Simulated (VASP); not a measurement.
Here is the system:

```yaml
crystal:
  lattice:
    - [0.00000, 3.30766, 3.30766]
    - [3.30766, 0.00000, 3.30766]
    - [3.30766, 3.30766, 0.00000]
  atoms:
    - { symbol: Ag, position: [0.00000, 0.00000, 0.00000] }
    - { symbol: I, position: [0.75000, 0.75000, 0.75000] }
```

Level of theory: modified Becke-Johnson potential (mBJ) with spin-orbit coupling, VASP's PBE PAW potentials (set 64) (plane waves; VASP). Settings: 400 eV cut-off, 6×6×6 Γ-centred mesh, Gaussian smearing of 0.050 eV, potentials Ag I.

mBJ is a potential without an energy functional, so only the levels count.

Problem. Give the energies of bands 9 to 22 at the high-symmetry points, in eV from the valence-band maximum.

Solution. 
| band | Γ | X | U | L | W |
|---|---|---|---|---|---|
| 9 | -2.62 | -2.74 | -2.88 | -2.92 | -2.90 |
| 10 | -2.62 | -2.74 | -2.79 | -2.92 | -2.72 |
| 11 | -2.62 | -2.34 | -2.49 | -2.52 | -2.49 |
| 12 | -2.62 | -2.34 | -2.44 | -2.52 | -2.41 |
| 13 | -0.51 | -2.16 | -2.37 | -2.35 | -2.32 |
| 14 | -0.51 | -2.16 | -2.28 | -2.35 | -2.21 |
| 15 | 0.00 | -1.78 | -1.72 | -0.84 | -1.83 |
| 16 | 0.00 | -1.78 | -1.68 | -0.84 | -1.82 |
| 17 | 0.00 | -1.39 | -1.29 | -0.62 | -1.41 |
| 18 | 0.00 | -1.39 | -1.23 | -0.62 | -1.35 |
| 19 | 2.57 | 4.55 | 4.70 | 3.74 | 5.15 |
| 20 | 2.57 | 4.55 | 4.77 | 3.74 | 5.40 |
| 21 | 6.34 | 4.62 | 5.63 | 6.81 | 5.93 |
| 22 | 6.34 | 4.62 | 5.74 | 6.81 | 5.95 |

The gap is direct, 2.57 eV, from the valence maximum at Γ to the conduction minimum at Γ.

The structure comes from a computed database's AgI entry (F-43m); how it stands against other phases isn't given here. It was relaxed first. The cell's shape comes from a PBE relaxation.
